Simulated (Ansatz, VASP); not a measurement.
# Cross-check of TlS between VASP and Ansatz, part 2 of 2

Aim: how closely do two programs agree when they are given the same cell, functional and k mesh? Of the first pair: The two relaxations start from unlike cells of this crystal (the structure described is Ansatz's start), so only their ends are compared.

VASP 6.6.1 and Ansatz 0.2.0.

So far: Starting point; VASP: relaxation of cell and atoms, PBEsol; Ansatz: relaxation of cell and atoms, PBEsol; Comparison.

### Step 5. VASP: zone-centre phonons, PBEsol

Level of this step: PBEsol; plane waves and PAW (Tl_d, S) (VASP).

Second derivatives magnify differences that forces hide, and they need a tight electronic threshold. This pair takes another cell of the material, with 2 atoms against 4 for the pair before.

INCAR reads:

```
SYSTEM = TlS
PREC = Accurate
ENCUT = 500
EDIFF = 1E-08
NELM = 120
ISMEAR = 1
SIGMA = 0.2
LREAL = .FALSE.
ALGO = Normal
GGA = PS
NBANDS = 15
LORBIT = 11
LWAVE = .FALSE.
LCHARG = .FALSE.
ISIF = 2
IBRION = 8
LASPH = .TRUE.
GGA_COMPAT = .FALSE.
KPAR = 2
```

POSCAR reads:

```
TlS
1.0
    3.5134324571      0.0000000000      0.0000000000
    0.0000000000      3.5134324571      0.0000000000
    0.0000000000      0.0000000000      3.5134324571
Tl S
1 1
Direct
    0.5000000000      0.5000000000      0.5000000000
    0.0000000000      0.0000000000      0.0000000000
```

KPOINTS reads:

```
Automatic mesh
0
Gamma
12 12 12
0 0 0
```

PAW data sets: Tl_d and S (PBE family, release 64).

Launch:

```sh
> mpirun -np 2 vasp_std
```

Numbers of over 12 decimals in the logs are rounded to 6 here.

The program printed:

```text
[banner, memory and clock lines left out]
running    2 mpi-ranks, on    1 nodes
[...]
[... a notice as in an earlier step ...]

 LDA part: xc-table for (Slater+PW92), standard interpolation
 POSCAR, INCAR and KPOINTS ok, starting setup
[...]
entering main loop
       N       E                     dE             d eps       ncg     rms          rms(c)
DAV:   1     0.797374452087E+02    0.79737E+02   -0.92814E+03  2536   0.108E+03
DAV:   2    -0.530632016317E+01   -0.85044E+02   -0.82608E+02  3241   0.235E+02
DAV:   3    -0.731604980456E+01   -0.20097E+01   -0.19910E+01  2884   0.318E+01
DAV:   4    -0.732536049614E+01   -0.93107E-02   -0.93102E-02  3290   0.272E+00
[...]
DAV:  12    -0.703866634547E+01   -0.13194E-08   -0.54433E-07  3171   0.508E-03    0.192E-03
DAV:  13    -0.703866632385E+01    0.21611E-07   -0.26734E-08  2918   0.175E-03    0.222E-04
DAV:  14    -0.703866632288E+01    0.97248E-09   -0.41299E-09  1813   0.703E-04
   1 F= -.70386663E+01 E0= -.70389352E+01  d E =0.806660E-03
[...]
RMM:  10    -0.334552500826E+00    0.23277E-06   -0.31627E-08 11016   0.157E-04    0.321E-06
RMM:  11    -0.334552511484E+00   -0.10657E-07   -0.23947E-08  9242   0.146E-04    0.118E-06
RMM:  12    -0.334552510564E+00    0.91982E-09   -0.29613E-08  9285   0.146E-04    0.144E-07
 first order change of Fermi-energy   0.52263E-03
 force on displaced ion       1 direction 1 :  -0.334   0.000  -0.000
 Linear response progress:
  Degree of freedom:   2/  2
       N       E                     dE             d eps       ncg     rms          rms(c)
RMM:   1    -0.105696019110E+00   -0.10570E+00   -0.58386E-03 12514   0.165E+00
RMM:   2    -0.102616848770E+00    0.30792E-02   -0.32724E-03  9144   0.290E-01    0.777E-02
RMM:   3    -0.102882556807E+00   -0.26571E-03   -0.63658E-05  9186   0.447E-02    0.390E-02
RMM:   4    -0.103111269961E+00   -0.22871E-03   -0.16460E-05  9128   0.219E-02    0.833E-03
[...]
RMM:  10    -0.103123352488E+00    0.24001E-07   -0.32785E-08 10208   0.607E-05    0.112E-05
RMM:  11    -0.103123321446E+00    0.31042E-07   -0.91231E-08  9028   0.584E-05    0.138E-06
RMM:  12    -0.103123325989E+00   -0.45425E-08   -0.87361E-08  6410   0.559E-05    0.700E-07
 first order change of Fermi-energy  -0.25884E-04
 force on displaced ion       2 direction 1 :  -0.333   0.000  -0.000
 Linear response finished
```

From OUTCAR (step 5):

```text
  Total       -0.0091808     -0.0091808     -0.0091808      0.0000000      0.0000000     -0.0000000
  in kB       -0.3391544     -0.3391544     -0.3391544      0.0000000      0.0000000     -0.0000000
  external PRESSURE =      -0.3391544 kB  Pullay stress =       0.0000000 kB

 POSITION                                       TOTAL-FORCE (eV/Angst)
 -----------------------------------------------------------------------------------
      1.75672      1.75672      1.75672         0.000000      0.000000      0.000000
      0.00000      0.00000      0.00000         0.000000      0.000000      0.000000
 -----------------------------------------------------------------------------------
    total drift:                                0.000000      0.000000      0.000000

[... 2 further parts left out ...]
```

### Step 6. Ansatz: zone-centre phonons, PBEsol

The same cell, functional, mesh and smearing now go to Ansatz, which takes its cutoff from its data sets.

The cell is taken from a series of runs on this material, whose earlier steps may have relaxed, scaled, displaced or heated it; both programs get it as it stands.

input.yaml reads:

```yaml
crystal:
  lattice:
    - [3.5134324571, 0.0, 0.0]
    - [0.0, 3.5134324571, 0.0]
    - [0.0, 0.0, 3.5134324571]
  atoms:
    - { symbol: Tl, position: [0.5, 0.5, 0.5] }
    - { symbol: S, position: [0.0, 0.0, 0.0] }
kpoints:
  mp_grid: { grid: [12, 12, 12] }
hamiltonian:
  xc: pbesol
  pseudopotentials: { kind: paw, azcp: { folder: soft_1 }, xc_functional: pbe }
scf:
  occupations: { method: methfessel_paxton, width: 0.2 }
output:
  eigenvalues: true
phonons:
  method: dfpt
```

Launch:

```sh
> ansatz run input.yaml --threads 4 --pin off --max-ram 10240MiB --backend cpu --events-out ev --progress --plain --runs-dir out
```

The program printed:

```text
[...]
Crystal: 2 atoms, lattice volume = 43.371 Å³
Basis set: ecut = 420 eV, 847 PW (Γ), exchange–correlation on 48×48×48 points (8 copies of the dense FFT grid, shifted against one another)
Bands: 14, of which v1, the nominal top of the filled ones, is band 10 counted from 1 (9 counted from 0)
Symmetry: 48 space group operations
k-points: 196 of 1728 (irreducible under 8 space group operations, time reversal used)
[...]
k mesh reduced under 8 symmetry operations, with k and −k counted as one. Each operation leaves every solved perturbation unchanged. A smaller set is not used because it would not reduce the number of displacements times k-points to solve
  ASR residual: 4.315e-5 → 0.000e0 eV/Å²; symmetrization residual: 1.767e-6 eV/Å²
  ASR residual per site (eV/Å²): 2.39e-5 4.31e-5
  Γ frequencies (cm⁻¹): 0.00 0.00 0.00 56.78 56.78 56.78
  non-analytic LO–TO correction: not included (Born effective charges unavailable; polar crystals: no LO–TO splitting at Γ)
[key lines of the parts left out:]
SCF converged after 8 iterations
Free energy (F): -12182.601405 eV
Fermi energy:    9.197378 eV
```

### Step 7. Comparison

Both answers:

```csv
quantity,Ansatz,VASP,difference
optical mode 1 to 3 (cm⁻¹),56.8,57.2,-0.74 %
```

Modes are paired by rising frequency, not by their patterns, so a pair may set unlike modes beside each other; they are those without the splitting of longitudinal modes.

### Step 8. Summary of results

```
difference in volume (relaxation of cell and atoms, PBEsol)                                                          : 0.17 %
r.m.s. difference of the optical zone-centre modes, each program's sorted by frequency (zone-centre phonons, PBEsol) : 0.42 cm⁻¹
difference in optical mode 1 to 3 (zone-centre phonons, PBEsol)                                                      : -0.7 %
```

In words: The difference in volume is 0.17 % (relaxation of cell and atoms, PBEsol), within the 1.2 % picked in this series as the mark of a large difference, as far as the stopping tolerances let one tell. Among the rows given in per cent, the largest difference of the zone-centre phonons, PBEsol pair is in optical mode 1 to 3, -0.7 %. How closely two codes agree says nothing of how well the functional describes the real material.

[Lines on the potential files, build, host, timing and source positions are cut from VASP's logs without a mark.]

[Logs are printed without paths, hosts, clocks, repeated set-up lines and the standing remarks that a program may print on its own settings, such as how far it seeks lower states.]

[Hosts, paths, dates, database ids (printed as entryN), source tags and the programs' standing remarks are cut or masked in the printed files.]
